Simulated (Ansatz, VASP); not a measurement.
**One calculation of Si, two programs**

```
Si
1.0
     0.00000    2.77523    2.77523
     2.77523    0.00000    2.77523
     2.77523    2.77523    0.00000
Si
2
Direct
  0.50000 0.50000 0.50000
  0.75000 0.75000 0.75000
```

Alike in both runs: task single point; functional PBEsol-based global hybrid; k mesh 4 × 4 × 4; occupations fermi-dirac, width 0.05 eV; no spin polarisation.

|  | VASP | Ansatz |
| --- | --- | --- |
| version | VASP 6.6.1 | Ansatz 0.2.0 |
| potentials or method | VASP PAW PBE potentials, release 64 (Si) | Ansatz PAW |
| plane-wave cutoff (eV) | 520 | 420 |
| valence electrons in the cell | 8 | 8 |

Ansatz gave:

* gap on the k mesh at the Fermi level (eV): 2.02
* least direct gap on the mesh (eV): 3.91
* pressure (GPa): -6.1

Q: Which values does VASP return?

A: gap on the k mesh at the Fermi level (eV): 2.08; least direct gap on the mesh (eV): 3.96; pressure (GPa): -6.3.

The functional is the same, so the differences come from potentials, cutoffs and numerics.

Caveats: the k mesh is coarse (spacing up to 0.49 Å⁻¹), so the values aren't converged (VASP); the PAW data sets were made with another functional, which shifts forces and pressure a little (VASP); the k mesh is coarse (spacing up to 0.49 Å⁻¹), so the values aren't converged, least of all with exact exchange (Ansatz); the PAW data sets come from PBE, with cores solved anew for the run's functional, which leaves a small shift of forces and pressure (Ansatz); the thresholds are loose for stress (Ansatz). A k mesh can miss the band edges.
